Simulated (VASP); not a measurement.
# Zr2Ir with LDA: from relaxation to properties, part 2 of 2

What structure does Zr2Ir take at this level, and what are its properties? The start is a computed cell from the Materials Project.

VASP 6.6.1; LDA; plane waves and PAW (Zr_sv, Ir).

So far. Step 6 (Total and projected DOS (LDA)): The finer mesh and the other smearing move the Fermi level by +0.03 eV from the 5×5×5 run, a small shift, which tests the Fermi level alone. Of the states within 0.3 eV of the Fermi level, the largest shares in the PAW spheres are Zr d 44 %, Ir d 12 % and Ir p 6 %. The rest lies in smaller channels or between the spheres. Step 7 (Vibrations at Γ (LDA)): The three acoustic modes lie within 0.2 cm⁻¹ of zero, and all others are real.

## (8) Volume scan with LDA, volume scale 0.94

An equation of state needs energies on both sides of the minimum, all on one mesh and cutoff.

INCAR reads:

```
SYSTEM = Zr2Ir
PREC = Accurate
ENCUT = 400
EDIFF = 1E-06
NELM = 100
ISMEAR = 1
SIGMA = 0.2
LREAL = .FALSE.
ALGO = Normal
GGA = CA
NBANDS = 40
LASPH = .TRUE.
LORBIT = 11
LWAVE = .FALSE.
LCHARG = .FALSE.
KPAR = 4
ISIF = 2
```

POSCAR reads:

```
Zr2Ir
1.0
   -3.1414963936      3.1414963936      2.7521115462
    3.1414963936     -3.1414963936      2.7521115462
    3.1414963936      3.1414963936     -2.7521115462
Zr Ir
4 2
Direct
    0.6687102554      0.1687102554      0.8374205108
    0.3312897446      0.8312897446      0.1625794892
    0.8312897446      0.6687102554      0.5000000000
    0.1687102554      0.3312897446      0.5000000000
    0.7500000000      0.7500000000      0.0000000000
    0.2500000000      0.2500000000      0.0000000000
```

KPOINTS reads:

```
Automatic mesh
0
Gamma
5 5 5
0 0 0
```

The projector-augmented-wave data sets are Zr_sv and Ir (LDA family, release 64).

Started as:

```bash
$ mpirun -np 4 vasp_std
```

Wall time 16 s (4 MPI ranks of AMD EPYC 7R43, shared host); peak memory 0.68 GiB; 63 s of CPU time.

The scan keeps the cell's shape and the fractional positions fixed.

This step gave:

* SCF cycles: 14
* irreducible k-points: 18
* free energy (TOTEN): -61.6692 eV
* energy at zero smearing: -61.6694 eV
* Fermi energy: 10.26 eV
* pressure: 12.30 GPa

Force by atom:

| atom | x (eV/Å) | y (eV/Å) | z (eV/Å) | size |
| --- | --- | --- | --- | --- |
| Zr1 | -0.298 | -0.298 | 0.000 | 0.422 |
| Zr2 | 0.298 | 0.298 | 0.000 | 0.422 |
| Zr3 | -0.298 | 0.298 | 0.000 | 0.422 |
| Zr4 | 0.298 | -0.298 | 0.000 | 0.422 |
| Ir5 | 0.000 | 0.000 | 0.000 | 0.000 |
| Ir6 | 0.000 | 0.000 | 0.000 | 0.000 |

The pressure here is 12.30 GPa.

## (9) Volume scan with LDA, volume scale 0.96

INCAR is that of step 8.

POSCAR: that of step 8 with these lines changed.

```diff
@@ -2,5 +2,5 @@
 1.0
-   -3.1414963936      3.1414963936      2.7521115462
-    3.1414963936     -3.1414963936      2.7521115462
-    3.1414963936      3.1414963936     -2.7521115462
+   -3.1636203366      3.1636203366      2.7714932520
+    3.1636203366     -3.1636203366      2.7714932520
+    3.1636203366      3.1636203366     -2.7714932520
 Zr Ir
```

KPOINTS is that of step 8.

Started as:

```bash
$ mpirun -np 4 vasp_std
```

Run time: 17 s. Hardware: 4 MPI ranks; peak memory 0.68 GiB; 65 s of CPU time.

This step gave:

- free energy (TOTEN): -61.8169 eV
- Fermi energy: 9.986 eV
- pressure: 7.774 GPa

Force by atom:

| atom | x (eV/Å) | y (eV/Å) | z (eV/Å) | size |
| --- | --- | --- | --- | --- |
| Zr1 | -0.191 | -0.191 | 0.000 | 0.271 |
| Zr2 | 0.191 | 0.191 | 0.000 | 0.271 |
| Zr3 | -0.191 | 0.191 | 0.000 | 0.271 |
| Zr4 | 0.191 | -0.191 | 0.000 | 0.271 |
| Ir5 | 0.000 | 0.000 | 0.000 | 0.000 |
| Ir6 | 0.000 | 0.000 | 0.000 | 0.000 |

The pressure falls from 12.30 to 7.77 GPa.

The run ends at a pressure of 7.77 GPa, with forces up to 0.27 eV/Å.

## (10) Volume scan with LDA, volume scale 0.98

INCAR is that of step 9.

POSCAR: that of step 9 with these lines changed.

```diff
@@ -2,5 +2,5 @@
 1.0
-   -3.1636203366      3.1636203366      2.7714932520
-    3.1636203366     -3.1636203366      2.7714932520
-    3.1636203366      3.1636203366     -2.7714932520
+   -3.1854390973      3.1854390973      2.7906076025
+    3.1854390973     -3.1854390973      2.7906076025
+    3.1854390973      3.1854390973     -2.7906076025
 Zr Ir
```

KPOINTS is that of step 9.

Started as:

```bash
$ mpirun -np 4 vasp_std
```

Run time: 16 s. Hardware: 4 MPI ranks; peak memory 0.67 GiB.

The pressure falls from 7.77 to 3.69 GPa.

The run ends at a pressure of 3.69 GPa, with forces up to 0.13 eV/Å.

## (11) Volume scan with LDA, volume scale 1

INCAR is that of step 10.

POSCAR: that of step 10 with these lines changed.

```diff
@@ -2,5 +2,5 @@
 1.0
-   -3.1854390973      3.1854390973      2.7906076025
-    3.1854390973     -3.1854390973      2.7906076025
-    3.1854390973      3.1854390973     -2.7906076025
+   -3.2069629874      3.2069629874      2.8094636313
+    3.2069629874     -3.2069629874      2.8094636313
+    3.2069629874      3.2069629874     -2.8094636313
 Zr Ir
```

KPOINTS is that of step 10.

Started as:

```bash
$ mpirun -np 4 vasp_std
```

Run time: 16 s. Hardware: 4 MPI ranks; peak memory 0.68 GiB.

The pressure falls from 3.69 to 0.00 GPa.

The run ends at a pressure of 0.00 GPa, with forces up to 0.0064 eV/Å.

## (12) Volume scan with LDA, volume scale 1.02

INCAR is that of step 11.

POSCAR: that of step 11 with these lines changed.

```diff
@@ -2,5 +2,5 @@
 1.0
-   -3.2069629874      3.2069629874      2.8094636313
-    3.2069629874     -3.2069629874      2.8094636313
-    3.2069629874      3.2069629874     -2.8094636313
+   -3.2282017718      3.2282017718      2.8280698929
+    3.2282017718     -3.2282017718      2.8280698929
+    3.2282017718      3.2282017718     -2.8280698929
 Zr Ir
```

KPOINTS is that of step 11.

Started as:

```bash
$ mpirun -np 4 vasp_std
```

Wall time 16 s (4 MPI ranks); peak memory 0.69 GiB.

The pressure falls from 0.00 to -3.32 GPa.

The run ends at a pressure of -3.32 GPa, with forces up to 0.11 eV/Å.

## (13) Volume scan with LDA, volume scale 1.04

INCAR is that of step 12.

POSCAR: that of step 12 with these lines changed.

```diff
@@ -2,5 +2,5 @@
 1.0
-   -3.2282017718      3.2282017718      2.8280698929
-    3.2282017718     -3.2282017718      2.8280698929
-    3.2282017718      3.2282017718     -2.8280698929
+   -3.2491647084      3.2491647084      2.8464344977
+    3.2491647084     -3.2491647084      2.8464344977
+    3.2491647084      3.2491647084     -2.8464344977
 Zr Ir
```

KPOINTS is that of step 12.

Started as:

```bash
$ mpirun -np 4 vasp_std
```

Run time: 17 s. Hardware: 4 MPI ranks; peak memory 0.68 GiB.

The pressure falls from -3.32 to -6.34 GPa.

The run ends at a pressure of -6.34 GPa, with forces up to 0.21 eV/Å.

## (14) Volume scan with LDA, volume scale 1.06

A prediction first. A parabola through the 6 pressures of evenly scaled cells so far, P = -0.01 -175.8 t +372 t² GPa with t = ln(V/V₁) and V₁ the volume at scale 1, gives -8.99 GPa at t = +0.0583.

INCAR is that of step 13.

POSCAR: that of step 13 with these lines changed.

```diff
@@ -2,5 +2,5 @@
 1.0
-   -3.2491647084      3.2491647084      2.8464344977
-    3.2491647084     -3.2491647084      2.8464344977
-    3.2491647084      3.2491647084     -2.8464344977
+   -3.2698605830      3.2698605830      2.8645651426
+    3.2698605830     -3.2698605830      2.8645651426
+    3.2698605830      3.2698605830     -2.8645651426
 Zr Ir
```

KPOINTS is that of step 13.

Started as:

```bash
$ mpirun -np 4 vasp_std
```

The job ended after 17 s (4 MPI ranks; peak memory 0.67 GiB).

The pressure falls from -6.34 to -9.06 GPa. The parabola predicted -8.99 GPa, +0.07 GPa off.

## (15) Comparing the runs

Times are for 4 MPI ranks of AMD EPYC 7R43, shared host. The series side by side:

| no. | volume scale | energy above the lowest point (meV/atom) | pressure (GPa) | time | memory (GiB) |
| --- | --- | --- | --- | --- | --- |
| 1 | 0.94 | 43.64 | 12.30 | 16 s | 0.68 |
| 2 | 0.96 | 19.06 | 7.774 | 17 s | 0.68 |
| 3 | 0.98 | 4.86 | 3.688 | 16 s | 0.67 |
| 4 | 1 | 0 | -0.001237 | 16 s | 0.68 |
| 5 | 1.02 | 3.62 | -3.325 | 16 s | 0.69 |
| 6 | 1.04 | 14.87 | -6.343 | 17 s | 0.68 |
| 7 | 1.06 | 32.94 | -9.060 | 17 s | 0.67 |

## (16) Fit for LDA

This step: Birch-Murnaghan fit, LDA; plane waves and PAW (VASP 6.6.1).

Derived from the runs above.

This step gave:

- pressure derivative of the bulk modulus: 4.176
- r.m.s. error of the fit: 1.02e-5 eV/atom
- minimum inside the sampled range: yes
- bulk modulus: 174.6 GPa
- equilibrium volume of the fit: 19.28 Å³/atom

The energy above the fitted minimum by volume:

| volume (Å³/atom) | energy above the fitted minimum (eV/atom) |
| --- | --- |
| 18.107 | 0.0436 |
| 18.492 | 0.0191 |
| 18.878 | 0.00485 |
| 19.263 | -3.0e-6 |
| 19.648 | 0.00362 |
| 20.033 | 0.0149 |
| 20.419 | 0.0329 |

The fitted volume lies +0.11 % from the relaxed one. At a finite cutoff and mesh the minimum of the energy and the zero of the stress don't quite coincide, and the relaxation stops at a threshold. The atoms bear forces along the scan, since they were held; freeing them would lower the modulus.

## (17) Independent-particle dielectric function (LDA)

This step: LDA; plane waves and PAW (Zr_sv, Ir) (VASP 6.6.1).

LOPTICS sums transitions from filled to empty bands. The mesh is finer than in the run before. NBANDS is raised for it.

INCAR: that of step 14 with these lines changed.

```diff
@@ -10,3 +10,3 @@
 GGA = CA
-NBANDS = 40
+NBANDS = 81
 LASPH = .TRUE.
@@ -16,2 +16,4 @@
 KPAR = 4
-ISIF = 2
+LOPTICS = .TRUE.
+NEDOS = 1500
+CSHIFT = 0.1
```

POSCAR: that of step 14 with these lines changed.

```diff
@@ -2,5 +2,5 @@
 1.0
-   -3.2698605830      3.2698605830      2.8645651426
-    3.2698605830     -3.2698605830      2.8645651426
-    3.2698605830      3.2698605830     -2.8645651426
+   -3.2069629874      3.2069629874      2.8094636313
+    3.2069629874     -3.2069629874      2.8094636313
+    3.2069629874      3.2069629874     -2.8094636313
 Zr Ir
```

KPOINTS reads:

```
Automatic mesh
0
Gamma
8 8 8
0 0 0
```

Started as:

```bash
$ mpirun -np 4 vasp_std
```

Run time: 88 s. Hardware: 4 MPI ranks; peak memory 2.6 GiB; 5.8 min of CPU time.

These are independent-particle spectra without excitons or local fields, and fine structure depends on the mesh and on CSHIFT. The intraband (Drude) part is not in this spectrum.

This step gave:

| Property | Result |
| --- | --- |
| SCF cycles | 13 |
| bands | 81 |
| irreducible k-points | 59 |
| free energy (TOTEN) | -61.9208 eV |
| energy at zero smearing | -61.9186 eV |
| Fermi energy | 9.485 eV |
| pressure | -0.02812 GPa |

The imaginary dielectric function has structure finer than the step of the table below, so its rows give means over 1 eV, whole bins alone (the curve runs from 0 to 25.0 eV). Peaks (eV: height): xx 0.3: 120; zz 0.2: 101.

Table of imaginary dielectric function by photon energy; means over each step:

| photon energy (eV) | xx | zz |
| --- | --- | --- |
| 1 | 53.4 | 43.8 |
| 2 | 24.4 | 22.6 |
| 3 | 15.6 | 19.8 |
| 4 | 14.4 | 14.7 |
| 5 | 11.2 | 9.28 |
| 6 | 7.09 | 6.25 |
| 7 | 6.13 | 5.57 |
| 8 | 3.79 | 3.44 |
| 9 | 3.29 | 3.10 |
| 10 | 2.60 | 2.58 |
| 11 | 2.02 | 2.30 |
| 12 | 2.03 | 2.02 |
| 13 | 1.84 | 1.63 |
| 14 | 1.30 | 1.23 |
| 15 | 1.07 | 1.06 |
| 16 | 1.05 | 1.17 |
| 17 | 0.903 | 1.03 |
| 18 | 0.749 | 1.31 |
| 19 | 0.763 | 1.26 |
| 20 | 0.774 | 0.852 |
| 21 | 0.702 | 0.647 |
| 22 | 0.628 | 0.517 |
| 23 | 0.521 | 0.439 |
| 24 | 0.362 | 0.316 |

The real dielectric function by photon energy:

| photon energy (eV) | xx | zz |
| --- | --- | --- |
| 0 | 223 | 183 |
| 1 | 2.59 | 11.4 |
| 2 | 1.06 | 3.11 |
| 3 | 1.56 | 2.27 |
| 4 | -0.142 | -3.16 |
| 5 | -3.70 | -3.82 |
| 6 | -3.66 | -2.55 |
| 7 | -2.24 | -2.75 |
| 8 | -2.80 | -2.13 |
| 9 | -1.47 | -0.580 |
| 10 | -1.43 | -1.08 |
| 11 | -1.08 | -1.18 |
| 12 | -0.682 | -0.707 |
| 13 | -0.867 | -0.608 |
| 14 | -0.676 | -0.415 |
| 15 | -0.329 | -0.195 |
| 16 | -0.0635 | 0.257 |
| 17 | -0.154 | 0.296 |
| 18 | 0.117 | 0.494 |
| 19 | 0.300 | 0.0527 |
| 20 | 0.286 | -0.0501 |
| 21 | 0.349 | 0.0716 |
| 22 | 0.398 | 0.310 |
| 23 | 0.438 | 0.395 |
| 24 | 0.583 | 0.589 |

## (18) Results

```
relaxed volume                            : 19.26 Å³/atom
relaxed conventional cell a, b, c         : 6.414, 6.414, 5.619 Å
space group after relaxing, within 0.02 Å : I4/mcm (No. 140)
band gap                                  : none, a metal
DOS at the Fermi level                    : 7.69 states/eV/cell
highest zone-centre mode                  : 217 cm⁻¹
bulk modulus from the fit                 : 175 GPa
volume from the fit                       : 19.3 Å³/atom
```

**Reading.** With LDA, Zr2Ir relaxes to 19.26 Å³/atom in space group I4/mcm (held by the symmetry of the run), comes out as a metal and has a bulk modulus of 175 GPa at fixed shape and positions, an upper bound. Bands along the symmetry lines (LDA): Of the bands kept, 4 cross the Fermi level on this path. Vibrations at Γ (LDA): The highest mode in this list at Γ, 216.9 cm⁻¹, has its largest share on Zr (53 % of the kinetic energy). Spin-orbit coupling is left out, and with elements this heavy it would split and shift bands near the Fermi level. The k-sampling is coarse for a metal, so the Fermi level, pressures and the shape of the cell carry errors. Modes at Γ alone can't show that the crystal is stable at other wave vectors. No search among competing phases was made, and a listed structure need not be the one stable at ambient conditions. All values are for a static lattice at zero temperature.

[Lines on the potential files, build, host, timing and source positions are cut from VASP's logs without a mark.]

[Logs are printed without paths, hosts, clocks, repeated set-up lines and the standing remarks that a program may print on its own settings, such as how far it seeks lower states.]

[Hosts, paths, dates, database ids (printed as entryN), source tags and the programs' standing remarks are cut or masked in the printed files.]

[A measured line is paired with the nearest computed mode of its activity, which favours agreement.]
